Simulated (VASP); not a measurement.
Calculation: PBE GGA, VASP's PBE PAW potentials (set 64) (plane waves; VASP 6.6.1).

VASP input:

**INCAR**
```
SYSTEM = CeO2
PREC = Accurate
ENCUT = 600
EDIFF = 1E-7
NELM = 100
ALGO = Normal
LREAL = .FALSE.
LASPH = .TRUE.
ISMEAR = 0
SIGMA = 0.05
GGA = PE
LMAXMIX = 6
LWAVE = .FALSE.
LCHARG = .FALSE.
ISIF = 3
IBRION = 2
NSW = 40
EDIFFG = -0.01
PSTRESS = 10
```

**POSCAR**
```
CeO2
1
    0.0000000000     2.7263443262     2.7263443262
    2.7263443262     0.0000000000     2.7263443262
    2.7263443262     2.7263443262    -0.0000000000
Ce O
1 2
Direct
  0.0000000000   0.0000000000   0.0000000000
  0.2500000000   0.2500000000   0.2500000000
  0.7500000000   0.7500000000   0.7500000000
```

File KPOINTS:
```
Automatic mesh
0
Gamma
6 6 6
0 0 0
```

POTCAR, in this order: Ce O (PBE.64 set). Program: vasp_std.

Output

### OSZICAR
```
       N       E                     dE             d eps       ncg     rms          rms(c)
DAV:   1     0.243700222870E+03    0.24370E+03   -0.12790E+04   520   0.223E+03
DAV:   2     0.124913950105E+02   -0.23121E+03   -0.22224E+03   768   0.320E+02
DAV:   3    -0.298501894318E+02   -0.42342E+02   -0.37073E+02   688   0.156E+02
DAV:   4    -0.317489907837E+02   -0.18988E+01   -0.18986E+01   776   0.353E+01
DAV:   5    -0.318280572689E+02   -0.79066E-01   -0.79063E-01   808   0.723E+00    0.295E+01
DAV:   6    -0.298150306494E+02    0.20130E+01   -0.96685E+01   752   0.594E+01    0.283E+01
DAV:   7    -0.283903757162E+02    0.14247E+01   -0.19990E+02   768   0.132E+02    0.210E+01
DAV:   8    -0.277009091658E+02    0.68947E+00   -0.37889E+00   648   0.210E+01    0.141E+01
DAV:   9    -0.263259940952E+02    0.13749E+01   -0.66093E+00   760   0.215E+01    0.198E+00
DAV:  10    -0.262864855096E+02    0.39509E-01   -0.24972E-01   912   0.436E+00    0.137E+00
DAV:  11    -0.262613671549E+02    0.25118E-01   -0.47529E-02   720   0.214E+00    0.120E+00
DAV:  12    -0.262363158529E+02    0.25051E-01   -0.91646E-02   744   0.265E+00    0.682E-01
DAV:  13    -0.262388175589E+02   -0.25017E-02   -0.13853E-01   800   0.351E+00    0.916E-01
DAV:  14    -0.262338411372E+02    0.49764E-02   -0.63317E-02   744   0.237E+00    0.133E-01
DAV:  15    -0.262338045787E+02    0.36558E-04   -0.25237E-03   792   0.495E-01    0.747E-02
DAV:  16    -0.262337881312E+02    0.16447E-04   -0.39581E-04   672   0.150E-01    0.436E-02
DAV:  17    -0.262337901474E+02   -0.20161E-05   -0.57555E-05   816   0.578E-02    0.255E-02
DAV:  18    -0.262337855538E+02    0.45935E-05   -0.13147E-05   808   0.285E-02    0.210E-02
DAV:  19    -0.262337783668E+02    0.71870E-05   -0.51035E-05   720   0.680E-02    0.357E-03
DAV:  20    -0.262337782931E+02    0.73702E-07   -0.10198E-06   808   0.672E-03    0.250E-03
DAV:  21    -0.262337782504E+02    0.42685E-07   -0.80880E-08   440   0.260E-03
   1 F= -.25980813E+02 E0= -.25980813E+02  d E =-.259808E+02
```

### OUTCAR
```
------------------------ aborting loop because EDIFF is reached ----------------------------------------
  FORCE on cell =-STRESS in cart. coord.  units (eV):
  Direction    XX          YY          ZZ          XY          YZ          ZX
  --------------------------------------------------------------------------------------
  Total        0.2511715      0.2511715      0.2511715      0.0000000      0.0000000     -0.0000000
  in kB        9.9290763      9.9290763      9.9290763      0.0000000      0.0000000     -0.0000000
  external PRESSURE =      -0.0709237 kB  Pullay stress =      10.0000000 kB
  volume of cell :       40.53
      direct lattice vectors                 reciprocal lattice vectors
     0.000000000  2.726344326  2.726344326    -0.183395764  0.183395764  0.183395764
     2.726344326  0.000000000  2.726344326     0.183395764 -0.183395764  0.183395764
     2.726344326  2.726344326  0.000000000     0.183395764  0.183395764 -0.183395764
 POSITION                                       TOTAL-FORCE (eV/Angst)
 -----------------------------------------------------------------------------------
      0.00000      0.00000      0.00000        -0.000000      0.000000     -0.000000
      1.36317      1.36317      1.36317         0.000000      0.000000      0.000000
      4.08952      4.08952      4.08952        -0.000000     -0.000000     -0.000000
 -----------------------------------------------------------------------------------
    total drift:                                0.000000     -0.000000      0.000000
  FREE ENERGIE OF THE ION-ELECTRON SYSTEM (eV)
  ---------------------------------------------------
  free  energy   TOTEN  =       -26.2337782504 eV

  energy  without entropy=      -26.2337782504  energy(sigma->0) =      -26.23377825
  enthalpy is  TOTEN    =       -25.9808126153 eV   P V=        0.2529656351

 reached required accuracy - stopping structural energy minimisation
```
(Selected blocks of OUTCAR.)

The compound is CeO2 in the fluorite structure. It was relaxed first under an external pressure of 1 GPa. The run is not spin-polarised, so no magnetic state was tried.
